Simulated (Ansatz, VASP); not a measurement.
SiPb: VASP beside Ansatz

```xyz
2
Lattice="2.7434 0.0000 0.0000 0.0000 2.7434 0.0000 0.0000 0.0000 2.7434" Properties=species:S:1:pos:R:3 pbc="T T T"
Pb    0.0000    0.0000    0.0000
Si    1.3717    1.3717    1.3717
```

The cell comes from a database or a generator and needn't be the stable form of this composition.

Alike in both runs: task single point; functional PBEsol; k mesh 11 × 11 × 11; occupations fermi-dirac, width 0.08 eV; collinear spin.

|  | VASP | Ansatz |
| --- | --- | --- |
| version | VASP 6.6.1 | Ansatz 0.2.0 |
| potentials or method | VASP PAW PBE potentials, release 64 (Pb_d, Si), cutoff 520 eV | all-electron LAPW, scalar-relativistic |

```csv
,VASP,Ansatz,Ansatz less VASP
gap on the k mesh at the Fermi level (eV),none,none,-
net moment per atom (μB),0.00,0.00,0.000
```

A gap of «none» marks a metal or a gap that the smearing closes. Ansatz ran all-electron here, so the differences hold the error of VASP's frozen core and of both bases. Ansatz warned: «no_starting_moments».

 The runs have no spin-orbit coupling, so splittings on Pb are missing.
